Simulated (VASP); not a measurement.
The input files of a VASP run:

INCAR:
```
SYSTEM = NiSi2
PREC = Accurate; ENCUT = 520; LREAL = .FALSE.
LASPH = .TRUE.
EDIFF = 1E-7; NELM = 100; ALGO = Normal
LMAXMIX = 4
ISMEAR = 1; SIGMA = 0.1
GGA = PS
ISIF = 2
LWAVE = .FALSE.; LCHARG = .FALSE.
```

File POSCAR:
```
NiSi2
1
    0.0000000000     2.6721925021     2.6721925021
    2.6721925021     0.0000000000     2.6721925021
    2.6721925021     2.6721925021     0.0000000000
Si Ni
2 1
Direct
  0.2500000000   0.2500000000   0.2500000000
  0.7500000000   0.7500000000   0.7500000000
  0.0000000000   0.0000000000   0.0000000000
```

File KPOINTS:
```
Automatic mesh
0
Gamma
10 10 10
0 0 0
```

POTCAR, in this order: Si Ni (PBE.64 set). Program: vasp_std.

Task: Translate this PBEsol calculation to Ansatz.

Result: One equivalent input (not run):
Ansatz 0.2 input:
```yaml
crystal:
  lattice:
    - [0.0000000, 2.6721925, 2.6721925]
    - [2.6721925, 0.0000000, 2.6721925]
    - [2.6721925, 2.6721925, 0.0000000]
  atoms:
    - { symbol: Si, position: [0.2500000, 0.2500000, 0.2500000] }
    - { symbol: Si, position: [0.7500000, 0.7500000, 0.7500000] }
    - { symbol: Ni, position: [0.0000000, 0.0000000, 0.0000000] }
kpoints:
  mp_grid: { grid: [10, 10, 10] }
hamiltonian:
  xc: pbesol
  pseudopotentials: { kind: paw }
scf:
  occupations: { method: methfessel_paxton, width: 0.1 }
  max_iter: 100
output: { forces: true, stress: true, eigenvalues: true }
```
What does not carry over: each code has its own PAW files, so the cut-off isn't converted (ENCUT is set for VASP's; basis.ecutwfc is left out, and Ansatz then takes the one that its files recommend); Ansatz stops its SCF on the density residual and VASP on the energy change (EDIFF).

The compound is NiSi2 in the fluorite structure. This cell is one point of a volume scan, at 0.97 of the reference volume.
